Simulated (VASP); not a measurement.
Write the native input for VASP 6.6.1 that does the following.

| Quantity | Value |
| --- | --- |
| Task | single point |
| Functional | LDA |
| Potentials or basis | VASP PAW LDA potentials, release 64 (Hf_pv) |
| Cutoff | 520 eV |
| k mesh | 7 × 7 × 7 |
| Occupations | fermi-dirac, width 0.05 eV |
| Spin | no spin polarisation |
| Dipole correction | no |
| Further INCAR settings | ALGO = Fast; EDIFF = 1e-06; NBANDS = 11 |

The structure of Hf lies in POSCAR:

```
Hf
1.0
    2.8326474162      0.0000000000      0.0000000000
    0.0000000000      2.8326474162      0.0000000000
    0.0000000000      0.0000000000      2.8326474162
Hf
1
Direct
    0.0000000000      0.0000000000      0.0000000000
```

The cell was built by a generator and needn't be a form met in nature.

These files were run (other wordings do the same):

INCAR

```
SYSTEM = Hf
PREC = Accurate
ENCUT = 520
EDIFF = 1E-6
ISMEAR = -1
SIGMA = 0.05
LREAL = .FALSE.
LASPH = .TRUE.
NELM = 100
ALGO = Fast
ISIF = 2
LWAVE = .FALSE.
LCHARG = .FALSE.
NBANDS = 11
```

KPOINTS

```
Automatic mesh
0
G
  7 7 7
  0 0 0
```

Potentials or basis: VASP PAW LDA potentials, release 64 (Hf_pv).

Launch:

```console
$ cat potpaw_LDA.64/Hf_pv/POTCAR > POTCAR
$ mpirun -np 1 vasp_std > vasp.out
```

It gave:

```yaml
Pressure: -0.9 GPa
Band_gap_on_the_k_mesh: none (metal or under the smearing width)
```

It took 6.7 s on 1 thread of Intel(R) Xeon(R) Platinum 8488C (Sapphire Rapids), with other jobs on the host, peak memory 0.12 GiB.
